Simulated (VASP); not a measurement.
Input of a VASP 6.6.1 run:

INCAR

```
  PREC = Accurate
  ENCUT = 600
  EDIFF = 1E-6
  ISMEAR = 1
  SIGMA = 0.1
  LREAL = F
  LASPH = T
  NELM = 120
  ALGO = Fast
  ISIF = 3
  LWAVE = F
  LCHARG = F
  GGA = PS
  IBRION = 2
  NSW = 40
  EDIFFG = -0.005
```

Contents of KPOINTS:

```
Automatic mesh
0
Gamma
  16 16 16
```

The input POSCAR:

```
TiC
1.0
    0.0000000000      2.1500000000      2.1500000000
    2.1500000000      0.0000000000      2.1500000000
    2.1500000000      2.1500000000      0.0000000000
Ti C
1 1
Direct
    0.0000000000      0.0000000000      0.0000000000
    0.5000000000      0.5000000000      0.5000000000
```

Potentials or basis: VASP PAW PBE potentials, release 64 (Ti_sv, C).

Command:

```bash
$ cat potpaw_PBE.64/Ti_sv/POTCAR potpaw_PBE.64/C/POTCAR > POTCAR
$ mpirun -np 1 vasp_std > vasp.out
```

Problem. Predict the space group after relaxing (to 0.05 Å).

Solution. Fm-3m (No. 225).

Problem. Predict the relaxed volume.

Solution. 9.90 Å³/atom.

The path:
```
step  energy change (eV)  largest force (eV/Å)  pressure (GPa)  volume (Å³)
   1              0.0000                0.0000           -1.12        19.88
   2              0.0003                0.0000            1.49        19.68
   3             -0.0003                0.0000            0.03        19.80
```

Caveat: the PAW data sets were made with another functional, which shifts forces and pressure a little.
